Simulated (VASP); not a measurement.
# CoO (relaxed from the zinc blende structure, space group F-43m): computed properties

Calculation: PBEsol GGA, VASP's PBE PAW potentials (set 64) (plane waves; VASP).

- space group = F-43m (216)
- cell = a = 4.3489 Å, b = 4.3489 Å, c = 4.3489 Å, α = 90.00°, β = 90.00°, γ = 90.00°
- volume per atom = 10.28 Å^3/atom
- band gap (over mesh and band path) = none (metal, semimetal or under 0.01 eV)
- cell moment = 1.84 μB
- density = 6.05 g/cm³

```xyz
2
Lattice="0.0000 2.1744 2.1744 2.1744 0.0000 2.1744 2.1744 2.1744 0.0000" Properties=species:S:1:pos:R:3 pbc="T T T"
Co     0.0000     0.0000     0.0000
O      1.0872     1.0872     1.0872
```
Starting moments (μB, in the order of the record's atoms Co O): 1.6 0.2.

The moments were started parallel, and other spin orders were not tried in this run.

The structure was generated: CoO was put into the zinc blende type (F-43m), which need not be its known phase. It was relaxed first, which changed the volume by -6 %. Symmetry was kept, so distortions that lower it aren't found.
